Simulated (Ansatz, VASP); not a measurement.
# Cross-check of P between VASP and Ansatz, part 2 of 2

Wanted: the spread between two codes on one cell, functional and k mesh. The cell is taken from a series of runs on this material, whose earlier steps may have relaxed, scaled, displaced or heated it; both programs get it as it stands.

VASP 6.6.1 and Ansatz 0.2.0.

So far: Starting point; VASP: zone-centre phonons, PBEsol with D3(BJ).

### 3. Ansatz: zone-centre phonons, PBEsol with D3(BJ)

Level of this step: Ansatz beside VASP: Kohn-Sham DFT, plane waves, PBEsol with D3(BJ) (Ansatz).

Ansatz runs on its PAW soft_1 files.

The same cell, functional, mesh and smearing now go to Ansatz, which takes its cutoff from its data sets.

input.yaml reads:

```yaml
crystal:
  lattice:
    - [1.684929566, -4.7907212363, 0.0]
    - [1.684929566, 4.7907212363, 0.0]
    - [0.0, 0.0, 3.6119937313]
  atoms:
    - { symbol: P, position: [0.8851280411, 0.1148719589, 0.0473186203] }
    - { symbol: P, position: [0.6148719589, 0.3851280411, 0.5473186203] }
    - { symbol: P, position: [0.1148719589, 0.8851280411, 0.9526813797] }
    - { symbol: P, position: [0.3851280411, 0.6148719589, 0.4526813797] }
kpoints:
  mp_grid: { grid: [12, 12, 12] }
hamiltonian:
  xc: pbesol
  dispersion: d3bj
  pseudopotentials: { kind: paw, azcp: { folder: soft_1 }, xc_functional: pbe }
scf:
  occupations: { method: methfessel_paxton, width: 0.2 }
output:
  eigenvalues: true
phonons:
  method: dfpt
```

The run is started by

```console
> ansatz run input.yaml --threads 4 --pin off --max-ram 16384MiB --backend cpu --events-out ev --progress --plain --runs-dir out
```

Numbers of over 12 decimals in the logs are rounded to 6 here.

The program printed:

```text
zone centre: on kpoints.mp_grid the ground state, and the responses unless they are solved on pairs of k-points, stand on 476 of the mesh's 1728 k-points, reduced under 2 symmetry operations, with k and −k counted as one. Each operation leaves every solved displacement unchanged or reverses it
Engine: ansatz 0.2.0, x86_64-unknown-linux-gnu
Pseudopotentials: kind: paw
Pseudopotential: P, paw, valence charge 5, recommended cutoff 420 eV (normal), soft_1/P.paw.azcp
Functional definition: PBEsol
  exchange = pbesol_x
  correlation = pbesol_c
Crystal: 4 atoms, lattice volume = 58.312 Å³
Basis set: ecut = 420 eV, 1117 PW (Γ), exchange–correlation on 72×72×60 points (8 copies of the dense FFT grid, shifted against one another)
Bands: 14, of which v1, the nominal top of the filled ones, is band 10 counted from 1 (9 counted from 0)
Symmetry: 8 space group operations
k-points: 476 of 1728 (irreducible under 2 space group operations, time reversal used)
Non-local potential: P, projectors of the file, l = 0: 2, l = 1: 2, l = 2: 1
PAW form: soft (Blöchl's): semilocal exchange-correlation on the pseudo side does not see the compensation charge
PAW frozen core: P, regenerated for the run's functional, and the local potential with it (the file was generated under x = pbe(κ = 0.804, μ = 0.219515), c = pbe(β = 0.066725))
PAW one-centre angular grid: P, 110 points (default); XC on 64 Gauss nodes
Initial density: superposition of atomic densities (chi_scale 0.1, normalization cell)
Initial wavefunctions: pseudopotential atomic-orbital guess
Functional: x = pbesol(κ = 0.804, μ = 0.123457), c = pbesol(β = 0.046)
SCF iter   1: F=—  HF=-2961.574803 eV  |F-HF|=—  |Δ(HF+E_count)|=         —  Δρ=3.92e-2  dr2=5.19e-1  ethr=3.10e-3  ⟨swp⟩=6.7  Hψ=47855  notcnv=0
preconditioner: auto → Kerker (q_TF=auto, 2.283 Å⁻¹)  [metal: Δε(μ)=0.011 eV  Ē_g=9.509 eV  σ=0.200 eV  W_gap=0.05  n_scr=12 (ndim 8)  ℏωp=21.7 eV  f_vac=0.000  D(μ)=0.80/eV (n_scr^D=2)]
SCF iter   2: F=—  HF=-2961.476931 eV  |F-HF|=—  |Δ(HF+E_count)|=   9.79e-2  S|Δr|=    0.00e0  Δρ=2.33e-2  dr2=1.90e-1  ethr=2.60e-3  ⟨swp⟩=1.2  Hψ=10665  notcnv=0
SCF iter   3: F=—  HF=-2961.422908 eV  |F-HF|=—  |Δ(HF+E_count)|=   5.40e-2  S|Δr|=    0.00e0  Δρ=1.52e-3  dr2=1.10e-3  ethr=9.49e-4  ⟨swp⟩=2.0  Hψ=9464  notcnv=0
SCF iter   4: F=—  HF=-2961.422942 eV  |F-HF|=—  |Δ(HF+E_count)|=   3.43e-5  S|Δr|=    0.00e0  Δρ=3.84e-4  dr2=9.12e-5  ethr=5.51e-6  ⟨swp⟩=2.2  Hψ=11247  notcnv=0
SCF iter   5: F=—  HF=-2961.422947 eV  |F-HF|=—  |Δ(HF+E_count)|=   5.43e-6  S|Δr|=    0.00e0  Δρ=7.04e-5  dr2=2.50e-6  ethr=4.56e-7  ⟨swp⟩=2.2  Hψ=11509  notcnv=0
SCF iter   6: F=—  HF=-2961.422948 eV  |F-HF|=—  |Δ(HF+E_count)|=   1.78e-7  S|Δr|=    0.00e0  Δρ=9.04e-6  dr2=8.09e-8  ethr=1.25e-8  ⟨swp⟩=2.1  Hψ=11382  notcnv=0
SCF iter   7: F=—  HF=-2961.422948 eV  |F-HF|=—  |Δ(HF+E_count)|=   2.63e-7  S|Δr|=    0.00e0  Δρ=1.98e-6  dr2=4.93e-9  ethr=4.04e-10  ⟨swp⟩=2.4  Hψ=11073  notcnv=0
SCF iter   8: F=—  HF=-2961.422948 eV  |F-HF|=—  |Δ(HF+E_count)|=  9.03e-10  S|Δr|=    0.00e0  Δρ=2.45e-7  dr2=3.84e-11  ethr=2.47e-11  ⟨swp⟩=2.3  Hψ=10115  notcnv=0
SCF iter   9: F=-2961.422948 eV  HF=-2961.422948 eV  |F-HF|=4.55e-13  |Δ(HF+E_count)|=  3.64e-12  S|Δr|=    0.00e0  Δρ=4.43e-8  dr2=1.08e-12  ethr=1.00e-12  ⟨swp⟩=8.9  Hψ=44312  notcnv=0
SCF 1 converged in 9 iterations: F = -2961.422948 eV  dr2 = 1.08e-12
  Residual-converged pass: ⟨swp⟩=1.0  Hψ=8595  notcnv=0  max |occ|·‖R‖ = 7.1e-9 eV (tolerance 1.0e-8 eV)  dr2=1.08e-12  dr2_onsite=8.45e-15  max |Δocc| = 1.5e-11
  greatest PAW one-centre occupation: 0.806 electrons in one spin orbital (limit 2), on the P atom at site 3 (counted from 0), in its partial waves of l = 0
DFPT response loops at Γ: preconditioner auto → Kerker (q_TF=auto, 2.283 Å⁻¹) (partly filled bands, converged f_vac=0.000); β = 1.00, the filter's whole step (`scf.mixing.beta` (0.50) is not read by the response loops under this deck's `scf.mixing.preconditioner`; to damp them name `kerker` or `kerker_dos`, under which they read `scf.mixing.beta`, and type it under 1.00, their step now; both keys bind the ground state too); Broyden in place of MSR1
SCF converged after 9 iterations
Stability not checked: this state was not tested for a lower state beside it, because cold or Methfessel-Paxton smearing, or corrected tetrahedra, fill the levels in a way that the test cannot read (fill_not_monotonic; see scf.lower_state_search)
Free energy (F): -2961.422948 eV
Harris-Foulkes:  -2961.422948 eV  (|F-HF|=4.55e-13)
Internal energy: -2961.422205 eV  (E = F + TS)
E sigma→0 (E₀):  -2961.422762 eV
Entropy (-TS):   -0.000742 eV (-0.186 meV/atom)
Fermi energy:    10.896762 eV
--- Per-component energies (eV) ---
  E_band       = 80.936601
  E_kinetic    = 282.393531
  E_local      = -110.524990  (includes V_loc(G=0)·N_el)
  E_nonlocal   = 130.641519
  E_hartree    = 29.366484
  E_xc         = -292.655805
  E_vxc        = -249.596546  (∫ρ·V_xc dr)
  E_paw        = -2172.702201  (= ΣΔE_a)
  E_vpaw       = -30.709885  (= ΣTr[D̂ρ^β])
  E_aug_tail   = -0.000001  (compensation charges beyond the density's cutoff)
  E_ewald      = -826.570669
  E_disp       = -1.554457  (pairwise vdW)
  E_core_change = 0.184385  (= ΣΔE_core)
  E_smearing   = -0.000742  (= −TS)
  E_closure    = -0.000000  (closes the sum)
  Σ components = -2961.422948   (vs F -2961.422948, Δ=0.00e0)
--- Band table (eV; the first three rows and the last of 476) ---
  k-point 0: bands = [... 6 lower, 7.4111, 7.8818, 8.5530, 9.9088, 12.4896, 12.9160, 13.4567, 15.8923]
  k-point 1: bands = [... 6 lower, 7.1071, 7.4607, 9.1284, 9.7826, 12.2254, 13.1097, 14.0130, 15.1605]
  k-point 2: bands = [... 6 lower, 6.5816, 7.6026, 9.3524, 9.7510, 12.3839, 13.3520, 13.9867, 14.7286]
  k-point 475: bands = [... 6 lower, 8.8823, 8.8823, 10.1764, 10.1764, 11.9206, 11.9206, 12.7002, 12.7002]
--- Phonons (Γ-DFPT): 3 representative perturbations + reference, on 476 of 1728 k-points (Σ response iterations 9) ---
  k mesh reduced under 2 symmetry operations, with k and −k counted as one. Each operation leaves every solved displacement unchanged or reverses it
  ASR residual: 1.362e-5 → 0.000e0 eV/Å²; symmetrization residual: 6.968e-7 eV/Å²
  pairwise dispersion correction: d3bj (s6 = 1.0, s8 = 2.9491, a1 = 0.4466, a2_bohr = 6.1742), with the weights of each atom's references fixed at the reference crystal's, and the forces and stress that the weights' published response gives there kept as a pressure on the atom's counted neighbours (hamiltonian.dispersion)
  ASR residual per site (eV/Å²): 1.36e-5 1.36e-5 1.36e-5 1.36e-5
  Γ frequencies (cm⁻¹): 0.00 0.00 0.00 65.07 162.27 188.83 351.40 365.48 371.50 374.42 424.04 426.78
  non-analytic LO–TO correction: not included (Born effective charges unavailable; polar crystals: no LO–TO splitting at Γ)
```

### 4. Differences

Known differences besides the potentials themselves: the cutoff is 420 eV in Ansatz and 500 eV in VASP; Ansatz makes its cores anew for this functional, VASP keeps those of its PBE data sets; Ansatz takes the dispersion share of the force constants at frozen C6 weights, VASP differentiates the full forces; VASP uses finite displacements, Ansatz perturbation theory. Total energies have different zeros and are not compared.

Compared:

```tsv
quantity	Ansatz	VASP	difference
optical mode 1 (cm⁻¹)	65.1	66.5	-2.14 %
optical mode 2 (cm⁻¹)	162.3	163.9	-1.00 %
optical mode 3 (cm⁻¹)	188.8	189.8	-0.50 %
optical mode 4 (cm⁻¹)	351.4	352.2	-0.24 %
optical mode 5 (cm⁻¹)	365.5	364.8	+0.20 %
optical mode 6 (cm⁻¹)	371.5	372.7	-0.33 %
optical mode 7 (cm⁻¹)	374.4	374.1	+0.09 %
optical mode 8 (cm⁻¹)	424.0	423.0	+0.24 %
optical mode 9 (cm⁻¹)	426.8	426.7	+0.03 %
```

Modes are paired by rising frequency, not by their patterns, so a pair may set unlike modes beside each other; they are those without the splitting of longitudinal modes.

### 5. Results

```json
{
  "r.m.s. difference of the optical zone-centre modes, each program's sorted by frequency (zone-centre phonons, PBEsol with D3(BJ))": "1.0 cm⁻¹",
  "difference in optical mode 1 (zone-centre phonons, PBEsol with D3(BJ))": "-2.1 %"
}
```

The r.m.s. difference of the optical zone-centre modes, each program's sorted by frequency is 1.0 cm⁻¹ (zone-centre phonons, PBEsol with D3(BJ)). Among the rows given in per cent, the largest difference of the zone-centre phonons, PBEsol with D3(BJ) pair is in optical mode 1, -2.1 %. Such differences can come from data sets, numerical settings and the points named under the comparisons, not from the functional's error against experiment.

[Lines on the potential files, build, host, timing and source positions are cut from VASP's logs without a mark.]

[Logs are printed without paths, hosts, clocks, repeated set-up lines and the standing remarks that a program may print on its own settings, such as how far it seeks lower states.]

[Hosts, paths, dates, database ids (printed as entryN), source tags and the programs' standing remarks are cut or masked in the printed files.]
